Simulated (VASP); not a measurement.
Here is the system:

```xyz
6
Lattice="1.7863 -3.0940 0.0000 1.7863 3.0940 0.0000 0.0000 0.0000 14.2818" Properties=species:S:1:pos:R:3 pbc="T T T"
Te     1.7863     1.0313    12.5245
Te     1.7863    -1.0313     5.3836
Te     1.7863    -1.0313     1.7573
Te     1.7863     1.0313     8.8982
Mo     1.7863     1.0313     3.5704
Mo     1.7863    -1.0313    10.7113
```

The numbers are results of optB88-vdW, VASP's PBE PAW potentials (set 64) (plane waves; VASP 6.6.1), not measurements. Run with 520 eV cut-off, 8×8×2 Γ-centred mesh, tetrahedra with Blöchl corrections, potentials Te Mo_sv.

The cores are frozen, which limits the accuracy of field gradients.

Q: Give the principal components of the electric field gradient (V/Å²) and the asymmetry η at each nucleus.

A: 
| atom | Vxx | Vyy | Vzz | η |
|---|---|---|---|---|
| Te1 | 86.0 | 86.0 | -171.9 | 0.00 |
| Te2 | 86.0 | 86.0 | -171.9 | 0.00 |
| Te3 | 86.0 | 86.0 | -171.9 | 0.00 |
| Te4 | 86.0 | 86.0 | -171.9 | 0.00 |
| Mo5 | 37.4 | 37.4 | -74.9 | 0.00 |
| Mo6 | 37.4 | 37.4 | -74.9 | 0.00 |

The compound is MoTe2 in the 2H layered structure. It was relaxed first, which changed the volume by +5 %.
